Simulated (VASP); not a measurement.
# KW (P-6m2) in VASP: a series of runs, part 2 of 2

VASP 6.6.1.

### 4 Single point, PBE

Input file INCAR:

```
PREC     = Accurate       # precision mode
ENCUT    = 520            # plane-wave cutoff, eV
EDIFF    = 1E-6           # SCF threshold, eV
ISMEAR   = 0              # smearing method
SIGMA    = 0.1            # smearing width, eV
LREAL    = False          # projectors in reciprocal space
LASPH    = True           # aspherical terms in the spheres
NELM     = 100            # most SCF steps
ALGO     = Fast           # electronic algorithm
ISIF     = 2              # what is computed and relaxed
LWAVE    = False          # write WAVECAR
LCHARG   = False          # write CHGCAR
GGA      = PE             # functional
NBANDS   = 18             # bands
```

Input file KPOINTS:

```
Automatic mesh
0
Gamma
  24 24 10
```

Input file POSCAR:

```
KW
1.0
    2.8418367389      0.0000000000      0.0000000000
   -1.4209183694      2.4611028093      0.0000000000
    0.0000000000      0.0000000000      6.3120068658
K W
1 1
Direct
    0.0000000000      0.0000000000      0.0000000000
    0.3333333333      0.6666666667      0.5000000000
```

Potentials or basis: VASP PAW PBE potentials, release 64 (K_sv, W_sv).

Launch:

```sh
$ cat potpaw_PBE.64/K_sv/POTCAR potpaw_PBE.64/W_sv/POTCAR > POTCAR
$ mpirun -np 1 vasp_std > vasp.out
```

OUTCAR:

```text
PREC = Accurate
   ENCUT = 520
   EDIFF = 1E-6
   ISMEAR = 0
   LREAL = False
   LASPH = True
   NELM = 100
   ISIF = 2
   GGA = PE

 ion  position               nearest neighbor table
   1  0.000  0.000  0.000-   2 3.56   2 3.56   2 3.56   2 3.56   2 3.56   2 3.56
   2  0.333  0.667  0.500-   1 3.56   1 3.56   1 3.56   1 3.56   1 3.56   1 3.56

  LATTYP: Found a hexagonal cell.
 ALAT       =     2.8418367389
 C/A-ratio  =     2.2211011560

  Lattice vectors:

 A1 = (   2.8418367389,   0.0000000000,   0.0000000000)
 A2 = (  -1.4209183694,   2.4611028093,   0.0000000000)
 A3 = (   0.0000000000,   0.0000000000,   6.3120068658)

Analysis of symmetry for initial positions (statically):
=====================================================================
 Subroutine PRICEL returns:
 Original cell was already a primitive cell.

 Routine SETGRP: Setting up the symmetry group for a
 hexagonal supercell.

 Subroutine GETGRP returns: Found 12 space group operations
 (whereof 12 operations were pure point group operations)
 out of a pool of 24 trial point group operations.

The static configuration has the point symmetry D_3h.

Analysis of symmetry for dynamics (positions and initial velocities):
=====================================================================
 Subroutine PRICEL returns:
 Original cell was already a primitive cell.

 Routine SETGRP: Setting up the symmetry group for a
 hexagonal supercell.

 Subroutine GETGRP returns: Found 12 space group operations
 (whereof 12 operations were pure point group operations)
 out of a pool of 24 trial point group operations.

The dynamic configuration has the point symmetry D_3h.

 Subroutine INISYM returns: Found 12 space group operations
 (whereof 12 operations are pure point group operations),
[... 105 lines left out ...]
   TEBEG  =    0.0;   TEEND  =   0.0 temperature during run
   PSTRESS=    0.0 pullay stress
   NELECT =      23.0000    total number of electrons
   NUPDOWN=      -1.0000    fix difference up-down
   EMIN   =  10.00;   EMAX   =-10.00  energy-range for DOS
   EFERMI =   0.00;   METHOD = LEGACY
   ISMEAR =     0;   SIGMA  =   0.10  broadening in eV -4-tet -1-fermi 0-gaus
   EFERMI_NEDOS =   21; number of points for ismear=-14 and -15
   IALGO  =     68    algorithm
   IMIX   =      4    mixing-type and parameters
     AMIX     =   0.40;   BMIX     =  1.00
     AMIX_MAG =   1.60;   BMIX_MAG =  1.00
  volume/ion in A,a.u.               =      22.07       148.96
  Fermi-wavevector in a.u.,A,eV,Ry     =   1.317302  2.489340 23.609977  1.735284
  Thomas-Fermi vector in A             =   2.447353
   LORBIT       =      0    0 simple, 1 ext, 2 COOP (PROOUT), +10 PAW based schemes
   GGA     = PE    functional components
   LHFCALC =     F    Hartree Fock is set to
   AEXX    =    0.0000 exact exchange contribution
   IVDW    =     0    specifies the selected vdW correction
   LEPSILON=     F    determine dielectric tensor
   LRPA    =     F    only Hartree local field effects (RPA)
 non-spin polarized calculation
 RMM-DIIS sequential band-by-band and
 Gauss-broadening in eV      SIGMA  =   0.10
  energy-cutoff  :      520.00
  volume of cell :       44.15
 maximum number of plane-waves:      1205
 NGX is ok and might be reduce to    24
   NGX = 11   NGY = 11   NGZ = 23

 number of electron      23.0000001 magnetization

 Free energy of the ion-electron system (eV)
  ---------------------------------------------------
  ext. energy  EPLUGINS =         0.00000000
  ---------------------------------------------------
  free energy    TOTEN  =       -10.82528417 eV

  energy without entropy =      -10.81566319  energy(sigma->0) =      -10.82047368

 E-fermi :   5.4054     XC(G=0): -10.6422

 val. band max:        5.4018097409   @ k =   0.3750   0.2500   0.4000
 cond. band min:       5.4057714876   @ k =   0.2917   0.2083   0.5000
 fundamental gap:      0.0039617467
 Fermi energy:         5.4053797403

 k-point     1 :       0.0000    0.0000    0.0000
  band No.  band energies     occupation
      1     -68.3917      2.00000
      2     -32.6388      2.00000
      3     -32.0488      2.00000
      4     -32.0488      2.00000
      5     -27.5287      2.00000
      6     -10.6143      2.00000
[... 481 lines left out ...]
      5     -26.7617      2.00000
      6     -12.3419      2.00000
[... 10 lines left out ...]
     17      12.9604      0.00000
     18      13.2137      0.00000

 [... further k-points ...]
[... 5 lines left out ...]
  --------------------------------------------------------------------------------------
  -------------------------------------------------------------------------------------
  Total        0.1026646      0.1026646      0.0206521      0.0000000      0.0000000      0.0000000
  in kB        3.7259328      3.7259328      0.7495109      0.0000000      0.0000000      0.0000000
  external PRESSURE =       2.7337922 kB  Pullay stress =       0.0000000 kB

 VOLUME and BASIS-vectors are now :
 -----------------------------------------------------------------------------
  energy-cutoff  :      520.00
  volume of cell :       44.15
      direct lattice vectors                 reciprocal lattice vectors
     2.841836739  0.000000000  0.000000000     0.351885098  0.203160956  0.000000000
    -1.420918369  2.461102809  0.000000000     0.000000000  0.406321912  0.000000000
     0.000000000  0.000000000  6.312006866     0.000000000  0.000000000  0.158428218

 POSITION                                       TOTAL-FORCE (eV/Angst)
 -----------------------------------------------------------------------------------
      0.00000      0.00000      0.00000         0.000000     -0.000000      0.000000
     -0.00000      1.64074      3.15600        -0.000000      0.000000      0.000000
 -----------------------------------------------------------------------------------
    total drift:                                0.000000     -0.000000     -0.000000

  FREE ENERGIE OF THE ION-ELECTRON SYSTEM (eV)
  ---------------------------------------------------
  free  energy   TOTEN  =       -10.8252841738 eV

  energy  without entropy=      -10.8156631862  energy(sigma->0) =      -10.82047368
```

stdout:

```text
POSCAR found type information on POSCAR K W
 POSCAR found :  2 types and       2 ions
 scaLAPACK will be used
 LDA part: xc-table for (Slater+PW92), standard interpolation
 POSCAR, INCAR and KPOINTS ok, starting setup
 FFT: planning ... GRIDC
 FFT: planning ... GRID_SOFT
 FFT: planning ... GRID
 WAVECAR not read
 entering main loop
WARNING in EDDRMM: call to ZHEGV failed, returncode =   8  4     10
WARNING in EDDRMM: call to ZHEGV failed, returncode =   8  4     10
WARNING in EDDRMM: call to ZHEGV failed, returncode =   8  4      9
WARNING in EDDRMM: call to ZHEGV failed, returncode =   8  4     16
WARNING in EDDRMM: call to ZHEGV failed, returncode =   6  3      9
WARNING in EDDRMM: call to ZHEGV failed, returncode =   6  3     16
WARNING in EDDRMM: call to ZHEGV failed, returncode =   8  4     11
WARNING in EDDRMM: call to ZHEGV failed, returncode =   6  3     10
WARNING in EDDRMM: call to ZHEGV failed, returncode =   6  3     12
WARNING in EDDRMM: call to ZHEGV failed, returncode =   8  4     15
WARNING in EDDRMM: call to ZHEGV failed, returncode =   8  4     11
WARNING in EDDRMM: call to ZHEGV failed, returncode =   8  4     10
WARNING in EDDRMM: call to ZHEGV failed, returncode =   6  3     15
WARNING in EDDRMM: call to ZHEGV failed, returncode =   8  4     15
```

Wall time 4.2 min (1 thread of Intel Xeon Platinum 8488C (Sapphire Rapids), shared host); peak memory 0.4 GiB.

Results:

```
Free energy            : -10.8253 eV
Pressure               : 0.3 GPa
Band gap on the k mesh : none (metal or under the smearing width)
```

### 5 Summary

| task | cell | k mesh | cutoff (eV) | gap on the mesh (eV) | pressure (GPa) |
| --- | --- | --- | --- | --- | --- |
| single point | P-6m2, 22.05 Å³/atom | 9 × 9 × 4 | 520 | none | 0.4 |
| relaxation of cell and atoms | relaxed | 9 × 9 × 4 | 600 | none | 0.0 |
| single point | P-6m2, 22.07 Å³/atom | 24 × 24 × 10 | 520 | none | 0.3 |

Alike in all rows: level PBE; potentials or basis VASP PAW PBE potentials, release 64 (K_sv, W_sv); no spin polarisation; smearing gaussian 0.1 eV.

Total energies depend on the potentials used, so only differences within one code and one set of settings carry meaning.
